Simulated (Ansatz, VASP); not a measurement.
**Si2Ni (Si2Ni (Fm-3m)) in two plane-wave programs**

Aim: how closely do two programs agree when they are given the same cell, functional and k mesh? The cell is taken from a series of runs on this material, whose earlier steps may have relaxed, scaled, displaced or heated it; both programs get it as it stands.

Calculated with Ansatz 0.2.0; plane waves, with VASP 6.6.1 beside it; relaxation of cell and atoms at r2SCAN.

## Step 1: The starting structure

The structure is cubic, space group Fm-3m (No. 225). The conventional cell has a = 5.386 Å, b = 5.386 Å, c = 5.386 Å, α = 90.00°, β = 90.00°, γ = 90.00°. Si has 4 Ni at 2.33 Å nearest. Ni has 8 Si at 2.33 Å nearest. Farther neighbours are not listed.

## Step 2: VASP: relaxation of cell and atoms, r2SCAN

The relaxed volume is the usual yardstick between codes: in a stiff, nearly cubic crystal its relative difference is about their pressure difference at one cell divided by the bulk modulus.

Lines of VASP's logs that name or quote its potential files are left out, and so is its time.

File INCAR:

```
SYSTEM = Si2Ni
PREC = Accurate
ENCUT = 660
EDIFF = 1E-07
NELM = 120
ISMEAR = -1
SIGMA = 0.05
LREAL = .FALSE.
ALGO = Normal
METAGGA = R2SCAN
LASPH = .TRUE.
NBANDS = 15
LORBIT = 11
LWAVE = .FALSE.
LCHARG = .FALSE.
ISIF = 3
IBRION = 2
NSW = 80
EDIFFG = -0.005
GGA_COMPAT = .FALSE.
NELMIN = 4
LMIXTAU = .TRUE.
```

File POSCAR:

```
Si2Ni
1.0
    0.0000000000      2.6931550000      2.6931550000
    2.6931550000      0.0000000000      2.6931550000
    2.6931550000      2.6931550000      0.0000000000
Si Ni
2 1
Direct
    0.2499999072      0.2499999072      0.2499999072
    0.7499999072      0.7499999072      0.7499999072
    0.0000000000      0.0000000000      0.0000000000
```

File KPOINTS:

```
Automatic mesh
0
Gamma
12 12 12
0 0 0
```

PAW data sets: Si and Ni (PBE family, release 64).

Command:

```bash
$ mpirun -np 1 vasp_std
```

Numbers of over 12 decimals in the logs are rounded to 6 here.

What it wrote:

```text
[banner, memory and clock lines left out]
running    1 mpi-ranks, on    1 nodes
 distrk:  each k-point on    1 cores,    1 groups
 distr:  one band on    1 cores,    1 groups

 POSCAR found type information on POSCAR SiNi
 POSCAR found :  2 types and       3 ions
|                                                                             |
|               ----> ADVICE to this user running VASP <----                  |
|                                                                             |
|     You enforced a specific xc type in the INCAR file but a different       |
|     [... a line on the potential file left out ...]
|     I HOPE YOU KNOW WHAT YOU ARE DOING!                                     |
|                                                                             |

 LDA part: xc-table for (None), standard interpolation
 POSCAR, INCAR and KPOINTS ok, starting setup
 FFT: planning ... GRIDC
 FFT: planning ... GRID_SOFT
 FFT: planning ... GRID
 WAVECAR not read
 entering main loop
       N       E                     dE             d eps       ncg     rms          rms(c)
DAV:   1     0.638880134847E+02    0.63888E+02   -0.95561E+03  2168   0.155E+03
DAV:   2    -0.301551470690E+02   -0.94043E+02   -0.86885E+02  2272   0.263E+02
DAV:   3    -0.344865598133E+02   -0.43314E+01   -0.42602E+01  2868   0.614E+01
DAV:   4    -0.345547785144E+02   -0.68219E-01   -0.67993E-01  2518   0.697E+00
DAV:   5    -0.345565848856E+02   -0.18064E-02   -0.18057E-02  2919   0.123E+00    0.163E+01
DAV:   6    -0.362241721590E+02   -0.16676E+01   -0.41122E+01  2321   0.157E+02    0.236E+01
DAV:   7    -0.306277856995E+02    0.55964E+01   -0.10961E+01  2750   0.952E+01    0.457E+00
DAV:   8    -0.305777776843E+02    0.50008E-01   -0.17753E+00  3069   0.242E+01    0.361E+00
DAV:   9    -0.305200385170E+02    0.57739E-01   -0.22379E-01  2631   0.996E+00    0.609E-01
DAV:  10    -0.305404219525E+02   -0.20383E-01   -0.25001E-02  2724   0.268E+00    0.509E-01
DAV:  11    -0.305348850487E+02    0.55369E-02   -0.24591E-02  2637   0.386E+00    0.483E-01
DAV:  12    -0.305390060381E+02   -0.41210E-02   -0.10529E-02  2392   0.244E+00    0.287E-02
DAV:  13    -0.305391338983E+02   -0.12786E-03   -0.33233E-04  2565   0.272E-01    0.234E-02
DAV:  14    -0.305391165955E+02    0.17303E-04   -0.15723E-05  3222   0.438E-02    0.136E-02
DAV:  15    -0.305391286421E+02   -0.12047E-04   -0.51703E-06  2328   0.256E-02    0.596E-03
DAV:  16    -0.305391090863E+02    0.19556E-04   -0.29848E-06  2398   0.194E-02    0.241E-03
DAV:  17    -0.305391107454E+02   -0.16592E-05   -0.10592E-07  2197   0.353E-03    0.181E-03
DAV:  18    -0.305391117126E+02   -0.96712E-06   -0.80588E-08  1668   0.580E-03    0.569E-04
DAV:  19    -0.305391141094E+02   -0.23968E-05   -0.46540E-08  1136   0.289E-03    0.124E-04
DAV:  20    -0.305391140921E+02    0.17276E-07   -0.11334E-08  1129   0.139E-03
   1 F= -.30539114E+02 E0= -.30536056E+02  d E =-.305391E+02
 curvature:   0.00 expect dE= 0.000E+00 dE for cont linesearch  0.000E+00
 trial: gam= 0.00000 g(F)=  0.188E-43 g(S)=  0.478E-03 ort = 0.000E+00 (trialstep = 0.100E+01)
 search vector abs. value=  0.478E-03
 bond charge predicted
       N       E                     dE             d eps       ncg     rms          rms(c)
DAV:   1    -0.305454847114E+02   -0.63706E-02   -0.50739E-02  2349   0.478E+00    0.762E-01
DAV:   2    -0.305564279877E+02   -0.10943E-01   -0.99975E-02  2631   0.852E+00    0.113E+00
DAV:   3    -0.305392683349E+02    0.17160E-01   -0.42778E-02  2588   0.572E+00    0.115E-01
DAV:   4    -0.305391643238E+02    0.10401E-03   -0.94260E-04  2237   0.202E-01    0.501E-02
DAV:   5    -0.305391392347E+02    0.25089E-04   -0.54842E-05  2867   0.196E-01    0.126E-02
DAV:   6    -0.305391348320E+02    0.44027E-05   -0.10461E-05  2495   0.294E-02    0.632E-03
DAV:   7    -0.305391381879E+02   -0.33559E-05   -0.22290E-06  2258   0.145E-02    0.136E-03
DAV:   8    -0.305391361733E+02    0.20146E-05   -0.75733E-07  2321   0.862E-03    0.128E-03
DAV:   9    -0.305391374362E+02   -0.12629E-05   -0.10347E-07  1220   0.524E-03    0.458E-04
DAV:  10    -0.305391368389E+02    0.59727E-06   -0.40852E-08  1115   0.399E-03    0.243E-04
DAV:  11    -0.305391370819E+02   -0.24297E-06   -0.70070E-09  1101   0.144E-03    0.861E-05
DAV:  12    -0.305391370525E+02    0.29398E-07   -0.19356E-09  1101   0.595E-04
   2 F= -.30539137E+02 E0= -.30536151E+02  d E =-.229604E-04
 trial-energy change:   -0.000023  1 .order   -0.000018   -0.000478    0.000442
 step:   0.5276(harm=  0.5196)  dis= 0.00000  next Energy=   -30.539241 (dE=-0.127E-03)
 bond charge predicted
       N       E                     dE             d eps       ncg     rms          rms(c)
DAV:   1    -0.305406642850E+02   -0.15272E-02   -0.11345E-02  2349   0.227E+00    0.362E-01
DAV:   2    -0.305431445442E+02   -0.24803E-02   -0.22241E-02  2644   0.405E+00    0.534E-01
DAV:   3    -0.305392683265E+02    0.38762E-02   -0.98375E-03  2574   0.269E+00    0.571E-02
DAV:   4    -0.305392429553E+02    0.25371E-04   -0.18720E-04  2237   0.104E-01    0.197E-02
DAV:   5    -0.305392375901E+02    0.53652E-05   -0.13208E-05  2800   0.929E-02    0.538E-03
DAV:   6    -0.305392405577E+02   -0.29676E-05   -0.35989E-06  2440   0.292E-02    0.316E-03
DAV:   7    -0.305392399069E+02    0.65088E-06   -0.86180E-07  2439   0.174E-02    0.823E-04
DAV:   8    -0.305392405361E+02   -0.62923E-06   -0.99871E-08  1185   0.393E-03    0.982E-04
DAV:   9    -0.305392403691E+02    0.16700E-06   -0.89350E-08  1122   0.723E-03    0.573E-04
DAV:  10    -0.305392404466E+02   -0.77522E-07   -0.16586E-08  1087   0.288E-03
   3 F= -.30539240E+02 E0= -.30536221E+02  d E =-.126355E-03
 curvature:  -0.26 expect dE=-0.378E-07 dE for cont linesearch -0.378E-07
 trial: gam= 0.00000 g(F)=  0.202E-42 g(S)=  0.146E-06 ort =-0.834E-05 (trialstep = 0.906E+00)
 search vector abs. value=  0.146E-06
 reached required accuracy - stopping structural energy minimisation
```

From OUTCAR (step 2):

```text
ion  position               nearest neighbor table
   1  0.250  0.250  0.250-   3 2.33   3 2.33   3 2.33   3 2.33   2 2.69   2 2.69   2 2.69   2 2.69
                             2 2.69   2 2.69
   2  0.750  0.750  0.750-   3 2.33   3 2.33   3 2.33   3 2.33   1 2.69   1 2.69   1 2.69   1 2.69
                             1 2.69   1 2.69
   3  0.000  0.000  0.000-   1 2.33   2 2.33   2 2.33   2 2.33   1 2.33   1 2.33   1 2.33   2 2.33

  LATTYP: Found a face centered cubic cell.
 ALAT       =     5.3863100000

 Subroutine GETGRP returns: Found 48 space group operations
 (whereof 48 operations were pure point group operations)

The static configuration has the point symmetry O_h .

 Found     72 irreducible k-points:

   k-points           NKPTS =     72   k-points in BZ     NKDIM =     72   number of bands    NBANDS=     15

   dimension x,y,z NGX =    32 NGY =   32 NGZ =   32
   dimension x,y,z NGXF=    64 NGYF=   64 NGZF=   64

   ENCUT  =  660.0 eV  48.51 Ry    6.96 a.u.   7.98  7.98  7.98*2*pi/ulx,y,z

   NELECT =      18.0000    total number of electrons

 k-points in reciprocal lattice and weights: Automatic mesh
   0.00000000  0.00000000  0.00000000       0.001
   0.08333333  0.00000000  0.00000000       0.005
   0.16666667  0.00000000  0.00000000       0.005
   0.25000000  0.00000000  0.00000000       0.005
   0.33333333  0.00000000  0.00000000       0.005
   0.41666667  0.00000000  0.00000000       0.005
   0.50000000  0.00000000  0.00000000       0.002
   0.08333333  0.08333333  0.00000000       0.003
   0.16666667  0.08333333  0.00000000       0.014
[...]
-0.33333333  0.50000000  0.16666667       0.007
  -0.25000000  0.50000000  0.25000000       0.003

 average (electrostatic) potential at core
       1 -82.7180       2 -82.7180       3 -87.4082

 E-fermi :  10.6813

 k-point     1 :       0.0000    0.0000    0.0000
  band No.  band energies     occupation
    ...
      2       5.0620      2.00000
      3       5.0620      2.00000
      4       5.0620      2.00000
      5       6.8242      2.00000
      6       6.8242      2.00000
      7      10.8218      0.11374
      8      12.4060      0.00000
      9      12.4060      0.00000
     10      12.4060      0.00000
     11      12.9438      0.00000
    ...

 k-point     2 :       0.0833    0.0000    0.0000
  band No.  band energies     occupation
    ...
      3       5.0974      2.00000
      4       5.0974      2.00000
      5       6.8042      2.00000
      6       6.8042      2.00000
      7      10.4271      1.98771
      8      11.5547      0.00000
      9      11.8441      0.00000
     10      11.8441      0.00000
     11      13.5082      0.00000
     12      13.5082      0.00000
    ...

 k-point     3 :       0.1667    0.0000    0.0000
  band No.  band energies     occupation
    ...
      3       5.1943      2.00000
      4       5.1943      2.00000
      5       6.7622      2.00000
      6       6.7622      2.00000
      7       9.1373      2.00000
      8      11.1254      0.00028
      9      11.1254      0.00028
     10      11.7185      0.00000
     11      13.6943      0.00000
     12      13.6943      0.00000
    ...

  Total        0.0017371      0.0017371      0.0017371     -0.0000000     -0.0000000      0.0000000
  in kB        0.0714213      0.0714213      0.0714213     -0.0000000     -0.0000000      0.0000000
  external PRESSURE =       0.0714213 kB  Pullay stress =       0.0000000 kB

  energy-cutoff  :      660.00
  volume of cell :       38.97
      direct lattice vectors                 reciprocal lattice vectors
     0.000000000  2.690880648  2.690880648    -0.185812775  0.185812775  0.185812775
     2.690880648 -0.000000000  2.690880648     0.185812775 -0.185812775  0.185812775
     2.690880648  2.690880648  0.000000000     0.185812775  0.185812775 -0.185812775

 POSITION                                       TOTAL-FORCE (eV/Angst)
 -----------------------------------------------------------------------------------
      1.34544      1.34544      1.34544        -0.000000     -0.000000     -0.000000
      4.03632      4.03632      4.03632         0.000000      0.000000      0.000000
      0.00000      0.00000      0.00000         0.000000      0.000000     -0.000000
 -----------------------------------------------------------------------------------
    total drift:                               -0.000027     -0.000027     -0.000027

  FREE ENERGIE OF THE ION-ELECTRON SYSTEM (eV)
  ---------------------------------------------------
  free  energy   TOTEN  =       -30.5392404466 eV

  energy  without entropy=      -30.5332006692  energy(sigma->0) =      -30.53622056

 reached required accuracy - stopping structural energy minimisation

 total charge
# of ion       s       p       d       tot
------------------------------------------
    1        0.722   0.871   0.000   1.593
    2        0.722   0.871   0.000   1.593
    3        0.583   0.868   8.460   9.911
--------------------------------------------------
tot          2.027   2.610   8.460  13.098

[... 3 further parts left out ...]
```

CONTCAR:

```
Si2Ni
   1.00000000000000
     0.0000000000000000    2.6908806476975693    2.6908806476975693
     2.6908806476975693   -0.0000000000000000    2.6908806476975693
     2.6908806476975693    2.6908806476975693    0.0000000000000000
  Si              Ni
     2     1
Direct
     0.2499999071999994    0.2499999071999994    0.2499999071999994
     0.7499999071999994    0.7499999071999994    0.7499999071999994
     0.0000000000000000    0.0000000000000000    0.0000000000000000
```

This run has no spin polarisation, so a moment on Ni, if there is one, isn't seen. The run keeps the 48 symmetry operations of its start, so it cannot find a distortion of lower symmetry.

(Part 1 of 2 ends here.)

[Lines on the potential files, build, host, timing and source positions are cut from VASP's logs without a mark.]

[Logs are printed without paths, hosts, clocks, repeated set-up lines and the standing remarks that a program may print on its own settings, such as how far it seeks lower states.]

[Hosts, paths, dates, database ids (printed as entryN), source tags and the programs' standing remarks are cut or masked in the printed files.]
